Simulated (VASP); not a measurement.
NiSbS (sg198): computed properties

Level of theory: PBEsol GGA, VASP's PBE PAW potentials (set 64) (plane waves; VASP).

- space group: P2_13 (198)
- cell: a = 5.8550 Å, b = 5.8550 Å, c = 5.8550 Å, α = 90.00°, β = 90.00°, γ = 90.00°
- volume per atom: 16.73 Å³/atom
- band gap (over mesh and band path): none (metal, semimetal or under 0.01 eV)
- density: 7.03 g/cm³

```cif
data_Ni4S4Sb4
_chemical_formula_sum 'Ni4 Sb4 S4'
_space_group_name_H-M_alt 'P213'
_space_group_IT_number 198
_space_group_name_Hall 'P 2ac 2ab 3'
_cell_length_a 5.85497
_cell_length_b 5.85497
_cell_length_c 5.85497
_cell_angle_alpha 90.000
_cell_angle_beta 90.000
_cell_angle_gamma 90.000
loop_
_atom_site_label
_atom_site_type_symbol
_atom_site_symmetry_multiplicity
_atom_site_Wyckoff_symbol
_atom_site_fract_x
_atom_site_fract_y
_atom_site_fract_z
_atom_site_occupancy
Ni1 Ni 4 a 0.97815 0.97815 0.97815 1
Sb1 Sb 4 a 0.63194 0.63194 0.63194 1
S1 S 4 a 0.37969 0.37969 0.37969 1
```

Unless said otherwise, spin-orbit coupling is left out, though it shifts the bands of the heavy elements here.

The compound is NiSbS in the sg198 structure. It was relaxed first. Symmetry was kept, so distortions that lower it aren't found.
